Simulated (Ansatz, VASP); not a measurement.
## Cross-check of AlRu between VASP and Ansatz

Wanted: the spread between two codes on one cell, functional and k mesh. The cell is taken from a series of runs on this material, whose earlier steps may have relaxed, scaled, displaced or heated it; both programs get it as it stands.

Calculated with Ansatz 0.2.0; plane waves, with VASP 6.6.1 beside it; PBEsol.

## 1. The structure

It takes space group Pm-3m (No. 221, cubic). The conventional cell has a = 2.946 Å, b = 2.946 Å, c = 2.946 Å, α = 90.00°, β = 90.00°, γ = 90.00°. Nearest to Al lie 8 Ru at 2.55 Å. Ru has 8 Al at 2.55 Å nearest. Farther neighbours are not listed.

## 2. VASP: single point, PBEsol

A single point takes one fixed geometry, so differences don't come from the geometry; what else differs is listed under the comparison.

Lines of VASP's logs that name or quote its potential files are left out, and so is its time.

INCAR reads:

```
SYSTEM = AlRu
PREC = Accurate
ENCUT = 500
EDIFF = 1E-06
NELM = 120
ISMEAR = 1
SIGMA = 0.2
LREAL = .FALSE.
ALGO = Normal
GGA = PS
NBANDS = 14
LASPH = .TRUE.
LORBIT = 11
LWAVE = .FALSE.
LCHARG = .FALSE.
ISIF = 2
GGA_COMPAT = .FALSE.
```

POSCAR reads:

```
AlRu
1.0
    2.9459437248      0.0000000000      0.0000000000
    0.0000000000      2.9459437248      0.0000000000
    0.0000000000      0.0000000000      2.9459437248
Al Ru
1 1
Direct
    0.0000000000      0.0000000000      0.0000000000
    0.5000000000      0.5000000000      0.5000000000
```

KPOINTS reads:

```
Automatic mesh
0
Gamma
16 16 16
0 0 0
```

Potentials, in the order of the species: Al and Ru_pv (PBE family, release 64).

Run with:

```
$ mpirun -np 1 vasp_std
```

Numbers of over 12 decimals in the logs are rounded to 6 here.

The program printed:

```text
[banner, memory and clock lines left out]
running    1 mpi-ranks, on    1 nodes
 distrk:  each k-point on    1 cores,    1 groups
 distr:  one band on    1 cores,    1 groups

 POSCAR found type information on POSCAR AlRu
 POSCAR found :  2 types and       2 ions
|                                                                             |
|               ----> ADVICE to this user running VASP <----                  |
|                                                                             |
|     You enforced a specific xc type in the INCAR file but a different       |
|     [... a line on the potential file left out ...]
|     I HOPE YOU KNOW WHAT YOU ARE DOING!                                     |
|                                                                             |

 LDA part: xc-table for (Slater+PW92), standard interpolation
 POSCAR, INCAR and KPOINTS ok, starting setup
 FFT: planning ... GRIDC
 FFT: planning ... GRID_SOFT
 FFT: planning ... GRID
 WAVECAR not read
 entering main loop
       N       E                     dE             d eps       ncg     rms          rms(c)
DAV:   1     0.110297625190E+03    0.11030E+03   -0.92536E+03  4788   0.110E+03
DAV:   2    -0.144654563774E+02   -0.12476E+03   -0.11928E+03  5112   0.315E+02
DAV:   3    -0.162889090965E+02   -0.18235E+01   -0.18140E+01  5604   0.402E+01
DAV:   4    -0.163039285206E+02   -0.15019E-01   -0.15017E-01  5918   0.369E+00
DAV:   5    -0.163042090660E+02   -0.28055E-03   -0.28053E-03  5910   0.422E-01    0.146E+01
DAV:   6    -0.155890872910E+02    0.71512E+00   -0.29772E+00  4806   0.200E+01    0.251E+00
DAV:   7    -0.155183566750E+02    0.70731E-01   -0.21486E-01  5034   0.552E+00    0.232E+00
DAV:   8    -0.154997870665E+02    0.18570E-01   -0.19888E-02  5874   0.114E+00    0.219E-01
DAV:   9    -0.154995964134E+02    0.19065E-03   -0.70325E-04  5696   0.173E-01    0.148E-01
DAV:  10    -0.154995887416E+02    0.76719E-05   -0.32100E-05  5908   0.651E-02    0.206E-02
DAV:  11    -0.154995867600E+02    0.19816E-05   -0.45798E-06  5838   0.260E-02    0.648E-03
DAV:  12    -0.154995863408E+02    0.41918E-06   -0.82734E-08  3978   0.313E-03
   1 F= -.15499586E+02 E0= -.15499178E+02  d E =-.122649E-02
```

Parts of OUTCAR (step 2):

```text
ion  position               nearest neighbor table
   1  0.000  0.000  0.000-   2 2.55   2 2.55   2 2.55   2 2.55   2 2.55   2 2.55   2 2.55   2 2.55

  LATTYP: Found a simple cubic cell.
 ALAT       =     2.9459437248

 Subroutine GETGRP returns: Found 48 space group operations
 (whereof 48 operations were pure point group operations)

The static configuration has the point symmetry O_h .

 Found    165 irreducible k-points:

   k-points           NKPTS =    165   k-points in BZ     NKDIM =    165   number of bands    NBANDS=     14

   dimension x,y,z NGX =    24 NGY =   24 NGZ =   24
   dimension x,y,z NGXF=    48 NGYF=   48 NGZF=   48

   ENCUT  =  500.0 eV  36.75 Ry    6.06 a.u.   5.37  5.37  5.37*2*pi/ulx,y,z

   NELECT =      17.0000    total number of electrons

 k-points in reciprocal lattice and weights: Automatic mesh
   0.00000000  0.00000000  0.00000000       0.000
   0.06250000  0.00000000  0.00000000       0.001
   0.12500000  0.00000000  0.00000000       0.001
   0.18750000  0.00000000  0.00000000       0.001
   0.25000000  0.00000000  0.00000000       0.001
   0.31250000  0.00000000  0.00000000       0.001
   0.37500000  0.00000000  0.00000000       0.001
   0.43750000  0.00000000  0.00000000       0.001
   0.50000000  0.00000000  0.00000000       0.001
[...]
0.50000000  0.50000000  0.43750000       0.001
   0.50000000  0.50000000  0.50000000       0.000

 average (electrostatic) potential at core
       1 -67.5297       2 -67.3657

 E-fermi :  11.2777

 k-point     1 :       0.0000    0.0000    0.0000
  band No.  band energies     occupation
    ...
      2     -30.4627      2.00000
      3     -30.4627      2.00000
      4       1.3042      2.00000
      5       7.4095      2.00000
      6       7.4095      2.00000
      7      11.4678     -0.03848
      8      11.4678     -0.03848
      9      11.4678     -0.03848
     10      17.5614      0.00000
     11      17.5614      0.00000
    ...

 k-point     2 :       0.0625    0.0000    0.0000
  band No.  band energies     occupation
    ...
      2     -30.4619      2.00000
      3     -30.4619      2.00000
      4       1.3827      2.00000
      5       7.4377      2.00000
      6       7.4405      2.00000
      7      11.3649      0.33354
      8      11.3649      0.33353
      9      11.4779     -0.05046
     10      17.1787      0.00000
     11      17.7211      0.00000
    ...

 k-point     3 :       0.1250    0.0000    0.0000
  band No.  band energies     occupation
    ...
      4       1.6151      2.00000
      5       7.5172      2.00000
      6       7.5194      2.00000
      7      11.0942      2.02858
      8      11.0942      2.02858
      9      11.5068     -0.06878
     10      16.3137      0.00000
     11      18.1629      0.00000
     12      18.1629      0.00000
     13      21.8266      0.00000
    ...

  Total        1.1650788      1.1650788      1.1650788     -0.0000000     -0.0000000      0.0000000
  in kB       73.0117152     73.0117152     73.0117152     -0.0000000     -0.0000000      0.0000000
  external PRESSURE =      73.0117152 kB  Pullay stress =       0.0000000 kB

  energy-cutoff  :      500.00
  volume of cell :       25.57
      direct lattice vectors                 reciprocal lattice vectors
     2.945943725  0.000000000  0.000000000     0.339449797  0.000000000  0.000000000
     0.000000000  2.945943725  0.000000000     0.000000000  0.339449797  0.000000000
     0.000000000  0.000000000  2.945943725     0.000000000  0.000000000  0.339449797

 POSITION                                       TOTAL-FORCE (eV/Angst)
 -----------------------------------------------------------------------------------
      0.00000      0.00000      0.00000         0.000000      0.000000      0.000000
      1.47297      1.47297      1.47297         0.000000      0.000000      0.000000
 -----------------------------------------------------------------------------------
    total drift:                                0.000000     -0.000000     -0.000000

  FREE ENERGIE OF THE ION-ELECTRON SYSTEM (eV)
  ---------------------------------------------------
  free  energy   TOTEN  =       -15.4995863408 eV

  energy  without entropy=      -15.4983598471  energy(sigma->0) =      -15.49917751

 total charge
# of ion       s       p       d       tot
------------------------------------------
    1        0.397   0.441   0.000   0.838
    2        0.352   6.268   6.254  12.873
--------------------------------------------------
tot          0.749   6.708   6.254  13.711

[... 3 further parts left out ...]
```

The run ends at a pressure of 7.30 GPa.

## 3. Ansatz: single point, PBEsol

Ansatz runs on its PAW soft_1 files.

The same cell, functional, mesh and smearing now go to Ansatz, which takes its cutoff from its data sets.

input.yaml reads:

```yaml
crystal:
  lattice:
    - [2.9459437248, 0.0, 0.0]
    - [0.0, 2.9459437248, 0.0]
    - [0.0, 0.0, 2.9459437248]
  atoms:
    - { symbol: Al, position: [0.0, 0.0, 0.0] }
    - { symbol: Ru, position: [0.5, 0.5, 0.5] }
kpoints:
  mp_grid: { grid: [16, 16, 16] }
hamiltonian:
  xc: pbesol
  pseudopotentials: { kind: paw, azcp: { folder: soft_1 }, xc_functional: pbe }
scf:
  occupations: { method: methfessel_paxton, width: 0.2 }
output:
  forces: true
  stress: true
  eigenvalues: true
```

Run with:

```
$ ansatz run input.yaml --threads 4 --pin off --max-ram 10240MiB --backend cpu --events-out ev --progress --plain --runs-dir out
```

The program printed:

```text
Engine: ansatz 0.2.0, aarch64-unknown-linux-gnu
Pseudopotentials: kind: paw
Pseudopotential: Al, paw, valence charge 3, recommended cutoff 420 eV (normal), soft_1/Al.paw.azcp
Pseudopotential: Ru, paw, valence charge 16, recommended cutoff 420 eV (normal), soft_1/Ru.paw.azcp
Functional definition: PBEsol
  exchange = pbesol_x
  correlation = pbesol_c
Crystal: 2 atoms, lattice volume = 25.567 Å³
Basis set: ecut = 420 eV, 485 PW (Γ), exchange–correlation on 40×40×40 points (8 copies of the dense FFT grid, shifted against one another)
Bands: 14, of which v1, the nominal top of the filled ones, is band 10 counted from 1 (9 counted from 0)
Symmetry: 48 space group operations
Space group: Pm-3m (ITA 221), of the structure as read, at distance tolerance 2.9e-5 Å
k-points: 165 of 4096
Non-local potential: Al, projectors of the file, l = 0: 2, l = 1: 2, l = 2: 1
Non-local potential: Ru, projectors of the file, l = 0: 3, l = 1: 2, l = 2: 2, l = 3: 1
PAW form: soft (Blöchl's): semilocal exchange-correlation on the pseudo side does not see the compensation charge
PAW frozen core: Al, regenerated for the run's functional, and the local potential with it (the file was generated under x = pbe(κ = 0.804, μ = 0.219515), c = pbe(β = 0.066725))
PAW frozen core: Ru, regenerated for the run's functional, and the local potential with it (the file was generated under x = pbe(κ = 0.804, μ = 0.219515), c = pbe(β = 0.066725))
PAW one-centre angular grid: Al, 110 points (default); XC on 64 Gauss nodes
PAW one-centre angular grid: Ru, 590 points (default); XC on 64 Gauss nodes
Initial density: superposition of atomic densities (chi_scale 0.1, normalization cell, long waves kept (reshape's long-wave potential 0.00 eV rms))
Initial wavefunctions: pseudopotential atomic-orbital guess
Functional: x = pbesol(κ = 0.804, μ = 0.123457), c = pbesol(β = 0.046)
SCF iter   1: F=—  HF=-6343.363898 eV  |F-HF|=—  |Δ(HF+E_count)|=         —  Δρ=1.18e-1  dr2=4.15e0  ethr=3.10e-3  ⟨swp⟩=4.9  Hψ=11347  notcnv=0
preconditioner: auto → none  [metal: Δε(μ)=0.018 eV  Ē_g=9.148 eV  σ=0.200 eV  W_gap=0.08  n_scr=6 (ndim 8)  ℏωp=24.4 eV  f_vac=0.000  D(μ)=1.33/eV (n_scr^D=18)  sad-step TF]
SCF iter   2: F=—  HF=-6342.699510 eV  |F-HF|=—  |Δ(HF+E_count)|=   6.64e-1  S|Δr|=    0.00e0  Δρ=7.02e-2  dr2=1.53e0  ethr=3.10e-3  ⟨swp⟩=2.9  Hψ=5261  notcnv=0  defer=16
SCF iter   3: F=—  HF=-6342.332655 eV  |F-HF|=—  |Δ(HF+E_count)|=   3.67e-1  S|Δr|=    0.00e0  Δρ=3.82e-3  dr2=3.32e-3  ethr=3.10e-3  ⟨swp⟩=2.1  Hψ=3872  notcnv=0  defer=16
SCF iter   4: F=—  HF=-6342.332336 eV  |F-HF|=—  |Δ(HF+E_count)|=   3.19e-4  S|Δr|=    0.00e0  Δρ=4.24e-4  dr2=8.68e-6  ethr=1.75e-5  ⟨swp⟩=1.7  Hψ=4070  notcnv=0  defer=16
SCF iter   5: F=—  HF=-6342.332385 eV  |F-HF|=—  |Δ(HF+E_count)|=   4.89e-5  S|Δr|=    0.00e0  Δρ=9.75e-5  dr2=1.85e-6  ethr=4.57e-8  ⟨swp⟩=2.0  Hψ=3853  notcnv=0  defer=16
SCF iter   6: F=-6342.332385 eV  HF=-6342.332385 eV  |F-HF|=2.46e-8  |Δ(HF+E_count)|=   4.84e-7  S|Δr|=    0.00e0  Δρ=1.01e-5  dr2=2.65e-8  ethr=5.26e-10  ⟨swp⟩=3.7  Hψ=9936  notcnv=0
SCF 1 converged in 6 iterations: F = -6342.332385 eV  dr2 = 2.65e-8
  greatest PAW one-centre occupation: 1.000 electrons in one spin orbital (limit 2), on the Ru atom at site 1 (counted from 0), in its partial waves of l = 0
SCF converged after 6 iterations
Stability not checked: this state was not tested for a lower state beside it, because cold or Methfessel-Paxton smearing, or corrected tetrahedra, fill the levels in a way that the test cannot read (fill_not_monotonic; see scf.lower_state_search)
Free energy (F): -6342.332385 eV
Harris-Foulkes:  -6342.332385 eV  (|F-HF|=2.46e-8)
Internal energy: -6342.331165 eV  (E = F + TS)
E sigma→0 (E₀):  -6342.332080 eV
Entropy (-TS):   -0.001220 eV (-0.610 meV/atom)
Fermi energy:    16.809080 eV
--- Per-component energies (eV) ---
  E_band       = -108.230155
  E_kinetic    = 490.515815
  E_local      = -1768.304926  (includes V_loc(G=0)·N_el)
  E_nonlocal   = 427.776116
  E_hartree    = 641.187918
  E_xc         = -209.208275
  E_vxc        = -247.375375  (∫ρ·V_xc dr)
  E_paw        = -3898.831327  (= ΣΔE_a)
  E_vpaw       = -293.226252  (= ΣTr[D̂ρ^β])
  E_aug_tail   = 0.000659  (compensation charges beyond the density's cutoff)
  E_ewald      = -2025.739581
  E_core_change = 0.272436  (= ΣΔE_core)
  E_smearing   = -0.001220  (= −TS)
  E_closure    = 0.000000  (closes the sum)
  Σ components = -6342.332385   (vs F -6342.332385, Δ=0.00e0)
--- Forces (eV/Å), atoms counted from 1 ---
  atom   1  Al    -0.00000000     0.00000000     0.00000000
  atom   2  Ru     0.00000000     0.00000000     0.00000000
  max |Σ_I F_I| component: 9.14e-30 eV/Å
--- Stress (GPa, compression-positive) ---
        7.149452      -0.000000      -0.000000
       -0.000000       7.149452       0.000000
        0.000000       0.000000       7.149452
  P = ⅓ Tr σ = 7.1495 GPa (71.495 kbar)
--- Band table (eV; the first three rows and the last of 165) ---
  k-point 0: bands = [... 6 lower, 12.9414, 16.9986, 16.9986, 16.9986, 23.0856, 23.0856, 23.0856, 28.0204]
  k-point 1: bands = [... 6 lower, 12.9725, 16.8959, 16.8959, 17.0088, 22.7042, 23.2451, 23.2451, 27.8279]
  k-point 2: bands = [... 6 lower, 13.0513, 16.6254, 16.6254, 17.0378, 21.8411, 23.6852, 23.6852, 27.3153]
  k-point 164: bands = [... 6 lower, 11.8991, 18.5404, 18.5404, 19.6812, 21.0030, 21.0030, 21.0030, 25.8049]
```

The run ends at a pressure of 7.15 GPa.

## 4. Side by side

Known differences besides the potentials themselves: the data sets hold 19 valence electrons in Ansatz (on its PAW soft_1 files) and 17 in VASP; the cutoff is 420 eV in Ansatz and 500 eV in VASP; Ansatz makes its cores anew for this functional, VASP keeps those of its PBE data sets. Total energies have different zeros and are not compared.

Compared:

```
      quantity  Ansatz  VASP  difference
pressure (GPa)    7.15  7.30       -0.15
```

## 5. What came out

| Property | Result |
| --- | --- |
| difference in pressure (single point, PBEsol) | -0.15 GPa |

What this shows: The difference in pressure is -0.15 GPa (single point, PBEsol), within the 1 GPa picked in this series as the mark of a large difference. The data sets hold unlike numbers of valence electrons (19 in Ansatz and 17 in VASP), so part of the differences may come from the potentials. How closely two codes agree says nothing of how well the functional describes the real material.

[Lines on the potential files, build, host, timing and source positions are cut from VASP's logs without a mark.]

[Logs are printed without paths, hosts, clocks, repeated set-up lines and the standing remarks that a program may print on its own settings, such as how far it seeks lower states.]

[Hosts, paths, dates, database ids (printed as entryN), source tags and the programs' standing remarks are cut or masked in the printed files.]
